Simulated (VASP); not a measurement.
Calculation: PBE GGA, VASP's PBE PAW potentials (set 64) (plane waves; VASP).

A VASP calculation is set up with these files.

**POSCAR**
```
Mg
1
    1.6050000000    -2.7799420000     0.0000000000
    1.6050000000     2.7799420000     0.0000000000
    0.0000000000     0.0000000000     5.2100000000
Mg
2
Direct
  0.3333330000   0.6666670000   0.2500000000
  0.6666670000   0.3333330000   0.7500000000
```

### KPOINTS
```
Automatic mesh
0
Gamma
12 12 7
0 0 0
```

INCAR:
```
SYSTEM = Mg
PREC = Accurate
ENCUT = 400
EDIFF = 1E-6
NELM = 100
ALGO = Normal
LREAL = .FALSE.
LASPH = .TRUE.
ISMEAR = 1
SIGMA = 0.1
GGA = PE
LWAVE = .FALSE.
LCHARG = .FALSE.
ISIF = 2
```

POTCAR, in this order: Mg (PBE.64 set). Program: vasp_std.

The resulting files:

**OSZICAR**
```
       N       E                     dE             d eps       ncg     rms          rms(c)
DAV:   1    -0.741068640682E+00   -0.74107E+00   -0.10934E+03   912   0.381E+02
DAV:   2    -0.301015879747E+01   -0.22691E+01   -0.21911E+01  1278   0.250E+01
DAV:   3    -0.302404568989E+01   -0.13887E-01   -0.13194E-01  1290   0.261E+00
DAV:   4    -0.302408653832E+01   -0.40848E-04   -0.40845E-04  1320   0.109E-01
DAV:   5    -0.302408676503E+01   -0.22671E-06   -0.22632E-06  1260   0.550E-03    0.967E-01
DAV:   6    -0.301817017180E+01    0.59166E-02   -0.63678E-04  1170   0.279E-01    0.620E-01
DAV:   7    -0.301067308122E+01    0.74971E-02   -0.25050E-03  1020   0.485E-01    0.346E-02
DAV:   8    -0.301068658642E+01   -0.13505E-04   -0.13667E-05  1458   0.311E-02    0.777E-03
DAV:   9    -0.301068501156E+01    0.15749E-05   -0.13041E-06  1056   0.793E-03    0.638E-04
DAV:  10    -0.301068476152E+01    0.25004E-06   -0.59854E-09   732   0.680E-04
   1 F= -.30106848E+01 E0= -.30104221E+01  d E =-.787990E-03
```

OUTCAR:
```
------------------------ aborting loop because EDIFF is reached ----------------------------------------
  FORCE on cell =-STRESS in cart. coord.  units (eV):
  Direction    XX          YY          ZZ          XY          YZ          ZX
  --------------------------------------------------------------------------------------
  Total       -0.0818190     -0.0818190     -0.3773897      0.0000000      0.0000000     -0.0000000
  in kB       -2.8195925     -2.8195934    -13.0053536      0.0000000      0.0000000     -0.0000000
  external PRESSURE =      -6.2148465 kB  Pullay stress =       0.0000000 kB
  volume of cell :       46.49
      direct lattice vectors                 reciprocal lattice vectors
     1.605000000 -2.779942000  0.000000000     0.311526480 -0.179859868  0.000000000
     1.605000000  2.779942000  0.000000000     0.311526480  0.179859868  0.000000000
     0.000000000  0.000000000  5.210000000     0.000000000  0.000000000  0.191938580
 POSITION                                       TOTAL-FORCE (eV/Angst)
 -----------------------------------------------------------------------------------
      1.60500      0.92665      1.30250        -0.000000      0.000000      0.000000
      1.60500     -0.92665      3.90750         0.000000     -0.000000      0.000000
 -----------------------------------------------------------------------------------
    total drift:                                0.000001     -0.000006      0.000001
  FREE ENERGIE OF THE ION-ELECTRON SYSTEM (eV)
  ---------------------------------------------------
  free  energy   TOTEN  =        -3.0106847615 eV

  energy  without entropy=       -3.0098967718  energy(sigma->0) =       -3.01042210
```
(Selected blocks of OUTCAR.)

The compound is Mg in the hcp structure. The cell was not relaxed at this level.
